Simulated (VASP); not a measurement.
Consider the following.

```
YGe
1.0
    2.09800    -5.24701     0.00000
    2.09800     5.24701     0.00000
    0.00000     0.00000     3.89018
Y Ge
2 2
Direct
  0.13839   0.86161   0.25000
  0.86161   0.13839   0.75000
  0.41539   0.58461   0.25000
  0.58461   0.41539   0.75000
```

All values below come from LDA (Ceperley-Alder, Perdew-Zunger), VASP's LDA PAW potentials (set 64) (plane waves; VASP). Run with 400 eV cut-off, 9×9×9 Γ-centred mesh, tetrahedra with Blöchl corrections, potentials Y_sv Ge_d.

Tabulate the total density of states (states/eV per cell) against energy (eV; zero at the valence-band maximum or, without a gap, the Fermi level).

```csv
E (eV),DOS (states/eV)
-9.91,1.14
-9.70,0.90
-9.60,0.86
-9.39,0.71
-9.18,0.71
-9.08,1.02
-8.87,0.84
-8.77,0.26
-8.56,0.00
-8.35,0.30
-8.25,1.16
-8.04,0.88
-7.83,0.64
-7.73,0.64
-7.52,0.84
-7.42,1.29
-7.21,1.87
-7.00,1.48
-6.90,1.09
-6.69,0.72
-6.49,0.58
-6.38,0.24
-6.17,0.00
-5.97,0.00
-5.86,0.00
-5.66,0.00
-5.55,0.00
-5.34,0.00
-5.14,0.00
-5.03,0.00
-4.83,0.00
-4.62,0.21
-4.52,0.47
-4.31,0.80
-4.10,1.06
-4.00,1.19
-3.79,1.70
-3.69,2.28
-3.48,2.05
-3.27,1.84
-3.17,1.83
-2.96,2.40
-2.75,2.55
-2.65,1.78
-2.44,2.44
-2.34,3.70
-2.13,4.05
-1.93,5.18
-1.82,5.36
-1.61,2.14
-1.41,1.16
-1.30,0.91
-1.09,1.22
-0.89,1.65
-0.78,2.11
-0.58,2.58
-0.47,2.65
-0.27,2.29
-0.06,2.08
0.04,2.11
0.25,2.16
0.46,1.60
0.56,1.22
0.77,1.54
0.98,2.39
1.08,1.43
1.29,2.23
1.39,1.89
1.60,1.67
1.81,2.34
1.91,2.49
2.12,2.96
2.33,3.56
2.43,3.61
2.64,3.98
2.74,4.18
2.95,4.12
3.15,3.12
3.26,2.71
3.46,2.13
```
Within 2 eV below the Fermi level the largest weight inside VASP's projection spheres is Y d, then Ge p.

The structure comes from a computed database's YGe entry (Cmcm); how it stands against other phases isn't given here. It was relaxed first, which changed the volume by -6 %.
